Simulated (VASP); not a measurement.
Calculation: PBEsol GGA, VASP's PBE PAW potentials (set 64) (plane waves; VASP).

The input files of a VASP run:

**KPOINTS**
```
Automatic mesh
0
Gamma
6 6 6
0 0 0
```

### INCAR
```
# general
SYSTEM  = KI
PREC    = Accurate
ENCUT   = 480
LREAL   = .FALSE.
LASPH   = .TRUE.

# electronic loop
EDIFF   = 1E-6
NELM    = 100
ALGO    = Normal
LMAXMIX = 4

# smearing
ISMEAR  = 0
SIGMA   = 0.05

# functional
GGA     = PS

# ions
IBRION  = 2
NSW     = 60
ISIF    = 3
EDIFFG  = -0.01

# output
LWAVE   = .FALSE.
LCHARG  = .FALSE.
```

POSCAR:
```
KI
1.0
  0.0000000000   3.5350000000   3.5350000000
  3.5350000000   0.0000000000   3.5350000000
  3.5350000000   3.5350000000   0.0000000000
K I
1 1
Cartesian
  0.0000000000   0.0000000000   0.0000000000
  3.5350000000   3.5350000000   3.5350000000
```

POTCAR, in this order: K_sv I (PBE.64 set). Program: vasp_std.

Energy and stress use the plane-wave basis of the starting cell. Unless said otherwise, spin-orbit coupling is left out, though it shifts the bands of the heavy elements here.

Q: Predict the energy per atom (σ→0), volume per atom, band gap (on the k-mesh).

A: 
The energy per atom (σ→0) comes out as -2.908 eV/atom. The band gap (on the k-mesh) comes out as 3.86 eV. The volume per atom is 43.23 Å^3/atom.

**OSZICAR**
```
...
DAV:   1    -0.582718614111E+01   -0.11588E-01   -0.24362E-01   476   0.470E+00    0.663E-01
DAV:   2    -0.581856350160E+01    0.86226E-02   -0.19708E-02   488   0.132E+00    0.269E-01
DAV:   3    -0.581603796718E+01    0.25255E-02   -0.77905E-03   672   0.705E-01    0.219E-01
DAV:   4    -0.581612063140E+01   -0.82664E-04   -0.16103E-04   588   0.112E-01    0.831E-02
DAV:   5    -0.581613299108E+01   -0.12360E-04   -0.25990E-04   684   0.916E-02    0.193E-02
DAV:   6    -0.581613446047E+01   -0.14694E-05   -0.22092E-06   424   0.147E-02    0.970E-03
DAV:   7    -0.581613510755E+01   -0.64709E-06   -0.67408E-07   300   0.797E-03
   3 F= -.58161351E+01 E0= -.58161351E+01  d E =-.179439E-02
```

The compound is KI in the rock salt structure. This run relaxes it. Symmetry was kept, so distortions that lower it aren't found.
